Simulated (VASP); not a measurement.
An input for Ansatz (written as the equivalent of a VASP run, and not itself run):

Ansatz 0.2 input:
```yaml
crystal:
  lattice:
    - [4.1398713, 0.0000000, 0.0000000]
    - [0.0000000, 4.1398713, 0.0000000]
    - [0.0000000, 0.0000000, 4.1398713]
  atoms:
    - { symbol: Cu, position: [0.7500000, 0.2500000, 0.7500000] }
    - { symbol: Cu, position: [0.2500000, 0.7500000, 0.7500000] }
    - { symbol: Cu, position: [0.7500000, 0.7500000, 0.2500000] }
    - { symbol: Cu, position: [0.2500000, 0.2500000, 0.2500000] }
    - { symbol: O, position: [0.0000000, 0.0000000, 0.0000000] }
    - { symbol: O, position: [0.5000000, 0.5000000, 0.5000000] }
kpoints:
  mp_grid: { grid: [6, 6, 6] }
hamiltonian:
  xc: pbesol
  pseudopotentials: { kind: paw }
scf:
  occupations: { method: gaussian, width: 0.05 }
  max_iter: 100
relax:
  max_steps: 40
  f_tol: 0.02
  cell: { p_target: 10 }
output: { forces: true, stress: true, eigenvalues: true }
```

Problem. Write the VASP files for the same calculation (PBEsol).

Solution. Several could match; the one computed here: 
KPOINTS:
```
Regular mesh
0
Gamma
  6 6 6
```

**POSCAR**
```
Cu2O
1
    4.1398713111    -0.0000000000     0.0000000000
    0.0000000000     4.1398713111    -0.0000000000
    0.0000000000     0.0000000000     4.1398713111
Cu O
4 2
Direct
  0.7500000000   0.2500000000   0.7500000000
  0.2500000000   0.7500000000   0.7500000000
  0.7500000000   0.7500000000   0.2500000000
  0.2500000000   0.2500000000   0.2500000000
  0.0000000000   0.0000000000   0.0000000000
  0.5000000000   0.5000000000   0.5000000000
```

INCAR:
```
SYSTEM = Cu2O
PREC = Accurate
ENCUT = 620
EDIFF = 1E-6
NELM = 100
ALGO = Normal
LREAL = .FALSE.
LASPH = .TRUE.
ISMEAR = 0
SIGMA = 0.05
GGA = PS
LMAXMIX = 4
LWAVE = .FALSE.
LCHARG = .FALSE.
IBRION = 2
ISIF = 3
NSW = 40
EDIFFG = -0.02
PSTRESS = 100
```

POTCAR, in this order: Cu O (PBE.64 set). Program: vasp_std.

Limits of the translation: each code has its own PAW files, so the cut-off isn't converted (ENCUT is set for VASP's; basis.ecutwfc is left out, and Ansatz then takes the one that its files recommend); Ansatz stops its SCF on the density residual and VASP on the energy change (EDIFF).

The compound is Cu2O in the cuprite structure. It was relaxed first under an external pressure of 10 GPa.
